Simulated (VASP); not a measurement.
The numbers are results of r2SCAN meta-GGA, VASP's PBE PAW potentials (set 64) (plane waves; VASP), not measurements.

The input files of a VASP run:

**INCAR**
```
SYSTEM = TiB2
PREC = Accurate
ENCUT = 600
EDIFF = 1E-7
NELM = 100
ALGO = Normal
LREAL = .FALSE.
LASPH = .TRUE.
ISMEAR = 1
SIGMA = 0.1
METAGGA = R2SCAN
LMIXTAU = .TRUE.
LMAXMIX = 4
LWAVE = .FALSE.
LCHARG = .FALSE.
ISIF = 2
```

### POSCAR
```
TiB2
1.0
  1.5326663329  -2.6319608097   0.0000000000
  1.4933571346   2.6092656337   0.0000000000
  0.0000000000   0.0000000000   3.2295490429
Ti B
1 2
Cart
  1.5326663329  -2.6319608097   0.0000000000
  1.5064601876   0.8621918996   1.6147745214
  1.5195632799  -0.8848870756   1.6147745214
```

**KPOINTS**
```
Automatic mesh
0
Gamma
10 10 10
0 0 0
```

POTCAR, in this order: Ti_sv B (PBE.64 set). Program: vasp_std.

The resulting files:

File OUTCAR:
```
 ion  position               nearest neighbor table
   1  0.000  0.000  0.000-   2 2.37   2 2.37   3 2.37   3 2.37   2 2.38   3 2.38   2 2.38   3 2.38
                             3 2.39   3 2.39   2 2.39   2 2.39
   2  0.333  0.667  0.500-   3 1.74   3 1.75   3 1.76   1 2.37   1 2.37   1 2.38   1 2.38   1 2.39
                             1 2.39
   3  0.667  0.333  0.500-   2 1.74   2 1.75   2 1.76   1 2.37   1 2.37   1 2.38   1 2.38   1 2.39
                             1 2.39
  LATTYP: Found a simple monoclinic cell.
 ALAT       =     3.0063903071
 B/A-ratio  =     1.0742281317
 C/A-ratio  =     1.0065587845
 COS(beta)  =    -0.4902045454
 Subroutine PRICEL returns:
 Original cell was already a primitive cell.
 Subroutine GETGRP returns: Found  4 space group operations
The static configuration has the point symmetry C_2h.
The dynamic configuration has the point symmetry C_2h.
 Subroutine INISYM returns: Found  4 space group operations
 Subroutine IBZKPT returns following result:
 Found    312 irreducible k-points:

 Following reciprocal coordinates:
            Coordinates               Weight
  0.000000  0.000000  0.000000      1.000000
  0.100000 -0.000000  0.000000      2.000000
  0.200000 -0.000000  0.000000      2.000000
  0.300000  0.000000  0.000000      2.000000
  0.400000 -0.000000  0.000000      2.000000
  0.500000  0.000000  0.000000      1.000000
  0.000000  0.100000  0.000000      2.000000
  0.100000  0.100000  0.000000      2.000000
  0.200000  0.100000  0.000000      2.000000
  0.300000  0.100000  0.000000      2.000000
  0.400000  0.100000  0.000000      2.000000
  0.500000  0.100000  0.000000      2.000000
 -0.400000  0.100000  0.000000      2.000000
 -0.300000  0.100000  0.000000      2.000000
 -0.200000  0.100000  0.000000      2.000000
 -0.100000  0.100000  0.000000      2.000000
  0.000000  0.200000  0.000000      2.000000
  0.100000  0.200000  0.000000      2.000000
  0.200000  0.200000  0.000000      2.000000
  0.300000  0.200000  0.000000      2.000000
  0.400000  0.200000  0.000000      2.000000
  0.500000  0.200000  0.000000      2.000000
 -0.400000  0.200000  0.000000      2.000000
 -0.300000  0.200000  0.000000      2.000000
 -0.200000  0.200000  0.000000      2.000000
 -0.100000  0.200000  0.000000      2.000000
  0.000000  0.300000  0.000000      2.000000
  0.100000  0.300000  0.000000      2.000000
  0.200000  0.300000  0.000000      2.000000
  0.300000  0.300000  0.000000      2.000000
  0.400000  0.300000  0.000000      2.000000
  0.500000  0.300000  0.000000      2.000000
 -0.400000  0.300000  0.000000      2.000000
 -0.300000  0.300000  0.000000      2.000000
 -0.200000  0.300000  0.000000      2.000000
 -0.100000  0.300000  0.000000      2.000000
  0.000000  0.400000  0.000000      2.000000
  0.100000  0.400000  0.000000      2.000000
  0.200000  0.400000  0.000000      2.000000
  0.300000  0.400000  0.000000      2.000000
   k-points           NKPTS =    312   k-points in BZ     NKDIM =    312   number of bands    NBANDS=     13
   number of dos      NEDOS =    301   number of ions     NIONS =      3
   total plane-waves  NPLWV =  16128
   dimension x,y,z NGX =    24 NGY =   24 NGZ =   28
   dimension x,y,z NGXF=    48 NGYF=   48 NGZF=   56
   ions per type =               1   2
   PREC   = accura    normal or accurate (medium, high low for compatibility)
   ISTART =      0    job   : 0-new  1-cont  2-samecut
   ICHARG =      2    charge: 1-file 2-atom 10-const
   ISPIN  =      1    spin polarized calculation?
   LNONCOLLINEAR =      F non collinear calculations
   LSORBIT =      F    spin-orbit coupling
...
```

### OSZICAR
```
       N       E                     dE             d eps       ncg     rms          rms(c)
DAV:   1     0.134212022220E+03    0.13421E+03   -0.10485E+04  8112   0.180E+03
DAV:   2    -0.280530037963E+02   -0.16227E+03   -0.15802E+03  8232   0.432E+02
DAV:   3    -0.390404189341E+02   -0.10987E+02   -0.10851E+02 12039   0.104E+02
DAV:   4    -0.394571599216E+02   -0.41674E+00   -0.41600E+00 10495   0.186E+01
DAV:   5    -0.394717537133E+02   -0.14594E-01   -0.14592E-01 12042   0.303E+00    0.178E+01
DAV:   6    -0.308628731105E+02    0.86089E+01   -0.25833E+01 11174   0.732E+01    0.323E+00
DAV:   7    -0.308986071482E+02   -0.35734E-01   -0.16378E+00  8814   0.160E+01    0.296E+00
DAV:   8    -0.308164376326E+02    0.82170E-01   -0.76363E-01  9607   0.110E+01    0.142E+00
DAV:   9    -0.308184974661E+02   -0.20598E-02   -0.10248E+00  9656   0.139E+01    0.126E+00
DAV:  10    -0.309656059833E+02   -0.14711E+00   -0.25908E-01 10091   0.529E+00    0.334E-01
DAV:  11    -0.309659390964E+02   -0.33311E-03   -0.77258E-03  8685   0.110E+00    0.255E-01
DAV:  12    -0.309655772888E+02    0.36181E-03   -0.70095E-04  9477   0.347E-01    0.522E-02
DAV:  13    -0.309660699276E+02   -0.49264E-03   -0.16732E-03  9207   0.457E-01    0.331E-02
DAV:  14    -0.309661769921E+02   -0.10706E-03   -0.22440E-04 10448   0.211E-01    0.250E-02
DAV:  15    -0.309661153663E+02    0.61626E-04   -0.23249E-04  9052   0.189E-01    0.197E-02
DAV:  16    -0.309661852890E+02   -0.69923E-04   -0.60037E-05 10583   0.107E-01    0.135E-02
DAV:  17    -0.309662017109E+02   -0.16422E-04   -0.12325E-05  9407   0.403E-02    0.285E-03
DAV:  18    -0.309662028041E+02   -0.10931E-05   -0.25404E-06 10019   0.223E-02    0.804E-04
DAV:  19    -0.309662029498E+02   -0.14571E-06   -0.17370E-07  6891   0.600E-03    0.771E-04
DAV:  20    -0.309662029286E+02    0.21226E-07   -0.56580E-08  4301   0.302E-03
   1 F= -.30966203E+02 E0= -.30965981E+02  d E =-.667155E-03
```

### OUTCAR
```
------------------------ aborting loop because EDIFF is reached ----------------------------------------
  FORCE on cell =-STRESS in cart. coord.  units (eV):
  Direction    XX          YY          ZZ          XY          YZ          ZX
  --------------------------------------------------------------------------------------
  Total        0.0535327      0.0487195     -0.0005835      0.7007370      0.0000000      0.0000000
  in kB        3.3491718      3.0480380     -0.0365040     43.8402421      0.0000000      0.0000000
  external PRESSURE =       2.1202353 kB  Pullay stress =       0.0000000 kB
  volume of cell :       25.61
      direct lattice vectors                 reciprocal lattice vectors
     1.532666333 -2.631960810  0.000000000     0.329054250 -0.188327131  0.000000000
     1.493357135  2.609265634  0.000000000     0.331916337  0.193284411  0.000000000
     0.000000000  0.000000000  3.229549043     0.000000000  0.000000000  0.309640754
 POSITION                                       TOTAL-FORCE (eV/Angst)
 -----------------------------------------------------------------------------------
      0.00000      0.00000      0.00000         0.000000      0.000000      0.000000
      1.50646      0.86219      1.61477        -0.030696     -0.005135      0.000000
      1.51956     -0.88489      1.61477         0.030696      0.005135      0.000000
 -----------------------------------------------------------------------------------
    total drift:                                0.000000     -0.000000      0.000000
  FREE ENERGIE OF THE ION-ELECTRON SYSTEM (eV)
  ---------------------------------------------------
  free  energy   TOTEN  =       -30.9662029286 eV

  energy  without entropy=      -30.9655357735  energy(sigma->0) =      -30.96598054
```
(Selected blocks of OUTCAR.)

The compound is TiB2 in the AlB2 type structure. This cell was strained or had an atom moved on purpose.
